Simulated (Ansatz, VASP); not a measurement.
**PtSe2 (Sudovikovite): VASP beside Ansatz**

Wanted: the spread between two codes on one cell, functional and k mesh. The cell is taken from a series of runs on this material, whose earlier steps may have relaxed, scaled, displaced or heated it; both programs get it as it stands.

Program: Ansatz 0.2.0. Level of theory: plane waves, with VASP 6.6.1 beside it; zone-centre phonons at PBEsol with D3(BJ). Results are calculated unless marked as measured.

### 1. Starting point

It takes space group P-3m1 (No. 164, trigonal). Conventional cell: a = 3.716 Å, b = 3.716 Å, c = 4.500 Å, α = 90.00°, β = 90.00°, γ = 120.00°. Nearest to Se lie 3 Pt at 2.48 Å. Pt has 6 Se at 2.48 Å nearest. Farther neighbours and most contacts between anions are not listed.

Coordinates:

```
Se Pt
1.0
     3.71625    0.00000    0.00000
    -1.85812    3.21837    0.00000
     0.00000    0.00000    4.49970
Se Pt
2 1
Direct
  0.33333 0.66667 0.27826
  0.66667 0.33333 0.72174
  0.00000 0.00000 0.00000
```

### 2. VASP: zone-centre phonons, PBEsol with D3(BJ)

Second derivatives magnify differences that forces hide, and they need a tight electronic threshold.

Lines of VASP's logs that name or quote its potential files are left out, and so is its time.

File INCAR:

```
SYSTEM = PtSe2
PREC = Accurate
ENCUT = 500
EDIFF = 1E-08
NELM = 120
ISMEAR = 1
SIGMA = 0.2
LREAL = .FALSE.
ALGO = Normal
GGA = PS
IVDW = 12
NBANDS = 17
LASPH = .TRUE.
LORBIT = 11
LWAVE = .FALSE.
LCHARG = .FALSE.
ISIF = 2
IBRION = 6
NFREE = 2
POTIM = 0.015
NSW = 1
GGA_COMPAT = .FALSE.
KPAR = 2
```

File POSCAR:

```
PtSe2
1.0
    3.7162490487      0.0000000000      0.0000000000
   -1.8581245243      3.2183660829      0.0000000000
    0.0000000000      0.0000000000      4.4997007318
Se Pt
2 1
Direct
    0.3333333333      0.6666666667      0.2782625837
    0.6666666667      0.3333333333      0.7217374163
    0.0000000000      0.0000000000      0.0000000000
```

File KPOINTS:

```
Automatic mesh
0
Gamma
15 15 8
0 0 0
```

The projector-augmented-wave data sets are Se and Pt (PBE family, release 64).

Started as:

```console
$ mpirun -np 2 vasp_std
```

Numbers of over 12 decimals in the logs are rounded to 6 here.

The log of the run:

```text
[banner, memory and clock lines left out]
running    2 mpi-ranks, on    1 nodes
 distrk:  each k-point on    1 cores,    2 groups
 distr:  one band on    1 cores,    1 groups

 POSCAR found type information on POSCAR SePt
 POSCAR found :  2 types and       3 ions
|                                                                             |
|               ----> ADVICE to this user running VASP <----                  |
|                                                                             |
|     You enforced a specific xc type in the INCAR file but a different       |
|     [... a line on the potential file left out ...]
|     I HOPE YOU KNOW WHAT YOU ARE DOING!                                     |
|                                                                             |

 LDA part: xc-table for (Slater+PW92), standard interpolation
 POSCAR, INCAR and KPOINTS ok, starting setup
 FFT: planning ... GRIDC
 FFT: planning ... GRID_SOFT
 FFT: planning ... GRID
 WAVECAR not read
 entering main loop
       N       E                     dE             d eps       ncg     rms          rms(c)
DAV:   1     0.106451474631E+03    0.10645E+03   -0.10109E+04  6672   0.112E+03
DAV:   2    -0.121142065371E+02   -0.11857E+03   -0.11519E+03  8239   0.220E+02
DAV:   3    -0.165116302421E+02   -0.43974E+01   -0.43559E+01  7768   0.431E+01
DAV:   4    -0.165411120764E+02   -0.29482E-01   -0.29469E-01  8379   0.381E+00
DAV:   5    -0.165413642473E+02   -0.25217E-03   -0.25216E-03  8107   0.339E-01    0.139E+01
DAV:   6    -0.159781562625E+02    0.56321E+00   -0.43937E+00  6662   0.186E+01    0.829E+00
DAV:   7    -0.158056020561E+02    0.17255E+00   -0.78547E-01  6620   0.882E+00    0.420E+00
DAV:   8    -0.157799878448E+02    0.25614E-01   -0.51965E-02  7272   0.174E+00    0.784E-01
DAV:   9    -0.157777540758E+02    0.22338E-02   -0.62450E-03  7219   0.732E-01    0.178E-01
DAV:  10    -0.157777674772E+02   -0.13401E-04   -0.90461E-04  7513   0.205E-01    0.403E-02
DAV:  11    -0.157777637373E+02    0.37398E-05   -0.50209E-05  8110   0.583E-02    0.246E-02
DAV:  12    -0.157777636779E+02    0.59485E-07   -0.28086E-06  7785   0.121E-02    0.562E-03
DAV:  13    -0.157777636302E+02    0.47628E-07   -0.67234E-07  7914   0.629E-03    0.138E-03
DAV:  14    -0.157777636125E+02    0.17776E-07   -0.49241E-08  7809   0.155E-03    0.476E-04
DAV:  15    -0.157777636012E+02    0.11218E-07   -0.29653E-09  3615   0.390E-04    0.251E-04
DAV:  16    -0.157777636141E+02   -0.12895E-07   -0.36323E-10  3481   0.146E-04    0.386E-05
DAV:  17    -0.157777636132E+02    0.92268E-09   -0.65507E-11  3444   0.541E-05
   1 F= -.17230591E+02 E0= -.17231299E+02  d E =0.212477E-02
[... from here on, the cycles between the ionic steps are left out ...]
   2 F= -.17229607E+02 E0= -.17230297E+02  d E =0.207052E-02
   3 F= -.17229607E+02 E0= -.17230297E+02  d E =0.207041E-02
   4 F= -.17229524E+02 E0= -.17230193E+02  d E =0.200827E-02
   5 F= -.17228996E+02 E0= -.17229712E+02  d E =0.215082E-02
   6 F= -.17228637E+02 E0= -.17229348E+02  d E =0.213178E-02
   7 F= -.17228637E+02 E0= -.17229348E+02  d E =0.213185E-02
   8 F= -.17228718E+02 E0= -.17229423E+02  d E =0.211557E-02
 Finite differences progress:
  Degree of freedom:   4/  4
  Displacement:        1/  2
  Total:               7/  8
 bond charge predicted
       N       E                     dE             d eps       ncg     rms          rms(c)
DAV:   1    -0.157709825137E+02    0.49078E-02   -0.48625E+00  6535   0.114E+01    0.332E-01
DAV:   2    -0.157767081347E+02   -0.57256E-02   -0.58778E-02  7303   0.172E+00    0.201E-01
DAV:   3    -0.157762464997E+02    0.46163E-03   -0.11728E-03  8121   0.227E-01    0.146E-01
DAV:   4    -0.157759018555E+02    0.34464E-03   -0.18337E-03  6969   0.222E-01    0.295E-02
DAV:   5    -0.157758955164E+02    0.63391E-05   -0.48929E-05  7257   0.505E-02    0.160E-02
DAV:   6    -0.157758907727E+02    0.47437E-05   -0.12678E-05  7293   0.228E-02    0.658E-03
DAV:   7    -0.157758904454E+02    0.32733E-06   -0.64020E-06  7868   0.136E-02    0.248E-03
DAV:   8    -0.157758903448E+02    0.10058E-06   -0.52660E-07  7034   0.423E-03    0.621E-04
DAV:   9    -0.157758903452E+02   -0.39495E-09   -0.47378E-08  8160   0.121E-03
   9 F= -.17228718E+02 E0= -.17229423E+02  d E =0.211555E-02
 Finite differences progress:
  Degree of freedom:   4/  4
  Displacement:        2/  2
  Total:               8/  8
```

OUTCAR, selected parts (step 2):

```text
ion  position               nearest neighbor table
   1  0.333  0.667  0.278-   3 2.48   3 2.48   3 2.48
   2  0.667  0.333  0.722-   3 2.48   3 2.48   3 2.48
   3  0.000  0.000  0.000-   1 2.48   2 2.48   1 2.48   2 2.48   2 2.48   1 2.48

  LATTYP: Found a hexagonal cell.
 ALAT       =     3.7162490487
 C/A-ratio  =     1.2108178631

 Subroutine GETGRP returns: Found 12 space group operations
 (whereof 12 operations were pure point group operations)

The static configuration has the point symmetry D_3d.

 Found    192 irreducible k-points:

   k-points           NKPTS =    192   k-points in BZ     NKDIM =    192   number of bands    NBANDS=     17

   dimension x,y,z NGX =    28 NGY =   28 NGZ =   36
   dimension x,y,z NGXF=    56 NGYF=   56 NGZF=   72

   ENCUT  =  500.0 eV  36.75 Ry    6.06 a.u.   6.78  6.78  8.20*2*pi/ulx,y,z

   NELECT =      22.0000    total number of electrons

 k-points in reciprocal lattice and weights: Automatic mesh
   0.00000000  0.00000000  0.00000000       0.001
   0.06666667  0.00000000  0.00000000       0.003
   0.13333333  0.00000000  0.00000000       0.003
   0.20000000  0.00000000  0.00000000       0.003
   0.26666667  0.00000000  0.00000000       0.003
   0.33333333  0.00000000  0.00000000       0.003
   0.40000000  0.00000000  0.00000000       0.003
   0.46666667  0.00000000  0.00000000       0.003
   0.06666667  0.06666667  0.00000000       0.003
[...]
0.33333333  0.26666667  0.50000000       0.007
   0.33333333  0.33333333  0.50000000       0.001

 Edisp (eV)   -1.45283

 average (electrostatic) potential at core
       1 -51.3463       2 -51.3755       3 -67.0239

 E-fermi :   7.8688

 k-point     1 :       0.0000    0.0000    0.0000
  band No.  band energies     occupation
    ...
      6       3.8482      2.00000
      7       3.8482      2.00000
      8       5.3236      2.00000
      9       6.8303      2.00000
     10       6.8303      2.00000
     11       8.6344     -0.00000
     12       8.6344     -0.00000
     13       8.9277     -0.00000
     14      10.7744     -0.00000
     15      12.4153      0.00000
    ...

 k-point     2 :       0.0667    0.0000    0.0000
  band No.  band energies     occupation
    ...
      6       3.7807      2.00000
      7       3.8106      2.00000
      8       5.1980      2.00000
      9       6.5495      2.00000
     10       6.6884      2.00000
     11       8.0122      0.06869
     12       8.7838     -0.00000
     13       9.5537     -0.00000
     14      11.0408     -0.00000
     15      12.7151      0.00000
    ...

 k-point     3 :       0.1333    0.0000    0.0000
  band No.  band energies     occupation
    ...
      7       3.7107      2.00000
      8       4.8087      2.00000
      9       6.0762      2.00000
     10       6.3499      2.00000
     11       7.4004      2.00455
     12       9.1422     -0.00000
     13       9.9511     -0.00000
     14      11.7593     -0.00000
     15      13.4292      0.00000
     16      14.5306      0.00000
    ...

 Edisp (eV)   -1.45283

  Total       1.40784     1.40784     1.38795     0.00000     0.00000     0.00000
  in kB      41.91201    41.91201    41.31995     0.00000     0.00000     0.00000
  external pressure =       41.71 kB  Pullay stress =        0.00 kB

  energy-cutoff  :      500.00
  volume of cell :       53.82
      direct lattice vectors                 reciprocal lattice vectors
     3.716249049  0.000000000  0.000000000     0.269088532  0.155358336  0.000000000
    -1.858124524  3.218366083  0.000000000     0.000000000  0.310716672  0.000000000
     0.000000000  0.000000000  4.499700732     0.000000000  0.000000000  0.222237002

 POSITION                                       TOTAL-FORCE (eV/Angst)
 -----------------------------------------------------------------------------------
     -0.00000      2.14558      1.25210        -0.000000      0.000000     -0.106026
      1.85812      1.07279      3.24760         0.000000     -0.000000     -0.143625
      0.00000      0.00000     -0.01500         0.000000      0.000000      0.249652
 -----------------------------------------------------------------------------------
    total drift:                                0.000000      0.000000      0.000019

  FREE ENERGIE OF THE ION-ELECTRON SYSTEM (eV)
  ---------------------------------------------------
  free  energy   TOTEN  =       -17.2287182900 eV

  energy  without entropy=      -17.2308338399  energy(sigma->0) =      -17.22942347

 Eigenvectors and eigenvalues of the dynamical matrix
 ----------------------------------------------------

   1 f  =    6.974576 THz    43.822554 2PiTHz  232.646814 cm-1    28.844516 meV
             X         Y         Z           dx          dy          dz
     -0.000000  2.145577  1.252098     0.496940    0.171202   -0.000000
      1.858125  1.072789  3.247602     0.496940    0.171202    0.000000
      0.000000  0.000000  0.000000    -0.632459   -0.217890   -0.000000

   2 f  =    6.974576 THz    43.822554 2PiTHz  232.646814 cm-1    28.844516 meV
             X         Y         Z           dx          dy          dz
     -0.000000  2.145577  1.252098     0.171202   -0.496940    0.000000
      1.858125  1.072789  3.247602     0.171202   -0.496940   -0.000000
      0.000000  0.000000  0.000000    -0.217890    0.632459    0.000000

   3 f  =    6.892651 THz    43.307802 2PiTHz  229.914083 cm-1    28.505700 meV
             X         Y         Z           dx          dy          dz
     -0.000000  2.145577  1.252098     0.000000   -0.000000   -0.707107
      1.858125  1.072789  3.247602     0.000000   -0.000000    0.707107
      0.000000  0.000000  0.000000    -0.000000    0.000000    0.000000

   4 f  =    6.826827 THz    42.894218 2PiTHz  227.718431 cm-1    28.233474 meV
             X         Y         Z           dx          dy          dz
     -0.000000  2.145577  1.252098     0.000000    0.000000   -0.525629
      1.858125  1.072789  3.247602     0.000000    0.000000   -0.525629
      0.000000  0.000000  0.000000    -0.000000   -0.000000    0.668900

   5 f  =    5.221187 THz    32.805684 2PiTHz  174.160045 cm-1    21.593084 meV
             X         Y         Z           dx          dy          dz
     -0.000000  2.145577  1.252098    -0.668545   -0.230320    0.000000
      1.858125  1.072789  3.247602     0.668545    0.230320   -0.000000
      0.000000  0.000000  0.000000    -0.000000   -0.000000    0.000000

   6 f  =    5.221187 THz    32.805684 2PiTHz  174.160045 cm-1    21.593084 meV
             X         Y         Z           dx          dy          dz
     -0.000000  2.145577  1.252098    -0.230320    0.668545   -0.000000
      1.858125  1.072789  3.247602     0.230320   -0.668545    0.000000
      0.000000  0.000000  0.000000     0.000000   -0.000000    0.000000

   7 f/i=    0.000425 THz     0.002669 2PiTHz    0.014171 cm-1     0.001757 meV
             X         Y         Z           dx          dy          dz
     -0.000000  2.145577  1.252098     0.000000   -0.000000    0.472984
      1.858125  1.072789  3.247602     0.000000   -0.000000    0.472984
      0.000000  0.000000  0.000000     0.000000   -0.000000    0.743352

   8 f/i=    0.000812 THz     0.005101 2PiTHz    0.027079 cm-1     0.003357 meV
             X         Y         Z           dx          dy          dz
     -0.000000  2.145577  1.252098     0.471029   -0.043270   -0.000000
      1.858125  1.072789  3.247602     0.471029   -0.043270   -0.000000
      0.000000  0.000000  0.000000     0.740199   -0.067997   -0.000000

   9 f/i=    0.000812 THz     0.005101 2PiTHz    0.027079 cm-1     0.003357 meV
             X         Y         Z           dx          dy          dz
     -0.000000  2.145577  1.252098     0.043270    0.471029    0.000000
      1.858125  1.072789  3.247602     0.043270    0.471029    0.000000
      0.000000  0.000000  0.000000     0.067997    0.740199    0.000000

 ELASTIC MODULI CONTR FROM IONIC RELAXATION (kBar)
 Direction    XX          YY          ZZ          XY          YZ          ZX
 --------------------------------------------------------------------------------
 XX        -573.5313   -299.2680   -386.0860     -0.0000    230.4538      0.0000
 YY        -299.2680   -573.5313   -386.0860     -0.0000   -230.4538     -0.0000
 ZZ        -386.0860   -386.0860   -341.5732     -0.0000      0.0000     -0.0000
 XY          -0.0000     -0.0000     -0.0000   -137.1316     -0.0000    230.4545
 YZ         230.4538   -230.4538      0.0000     -0.0000   -387.2846     -0.0000
 ZX           0.0000     -0.0000     -0.0000    230.4545     -0.0000   -387.2869
 --------------------------------------------------------------------------------

 total charge
# of ion       s       p       d       tot
------------------------------------------
    1        1.490   2.230   0.092   3.812
    2        1.490   2.230   0.092   3.812
    3        0.699   0.731   8.084   9.514
--------------------------------------------------
tot          3.679   5.191   8.269  17.139

[... 3 further parts left out ...]
```

The last energy, forces, stress and levels in OUTCAR belong to the last displaced cell, not to the cell of POSCAR.

Levels, forces or a CONTCAR printed for this step are those of its last displaced cell, not of the structure at rest.

(Part 1 of 2 ends here.)

[Lines on the potential files, build, host, timing and source positions are cut from VASP's logs without a mark.]

[Logs are printed without paths, hosts, clocks, repeated set-up lines and the standing remarks that a program may print on its own settings, such as how far it seeks lower states.]

[Hosts, paths, dates, database ids (printed as entryN), source tags and the programs' standing remarks are cut or masked in the printed files.]
